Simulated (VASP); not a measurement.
Input:

```xyz
12
Lattice="6.0732 0.0000 0.0000 0.0000 6.0732 0.0000 0.0000 0.0000 6.0732" Properties=species:S:1:pos:R:3 pbc="T T T"
As     2.3327     2.3327     2.3327
As     3.7406     3.7406     3.7406
As     0.7039     3.7406     5.3693
As     5.3693     2.3327     0.7039
As     5.3693     0.7039     3.7406
As     0.7039     5.3693     2.3327
As     3.7406     5.3693     0.7039
As     2.3327     0.7039     5.3693
Pt     0.0000     0.0000     0.0000
Pt     3.0366     0.0000     3.0366
Pt     3.0366     3.0366     0.0000
Pt     0.0000     3.0366     3.0366
```

These are PBEsol GGA, VASP's PBE PAW potentials (set 64) (plane waves; VASP) values and carry that method's errors. Numerical set-up: 300 eV cut-off, 4×4×4 Γ-centred mesh, Gaussian smearing of 0.10 eV, potentials As Pt.

At this cut-off the stress carries a Pulay error, which pulls relaxed volumes low.

### Question
Estimate the energy per atom (σ→0), pressure.

### Answer

The energy per atom (σ→0) is -6.267 eV/atom and the pressure is -6.38 GPa.

Total energies compare only between runs with the same potentials, cut-off and functional.

The structure comes from a computed database's As2Pt entry; how it stands against other phases isn't given here. The cell was not relaxed at this level.
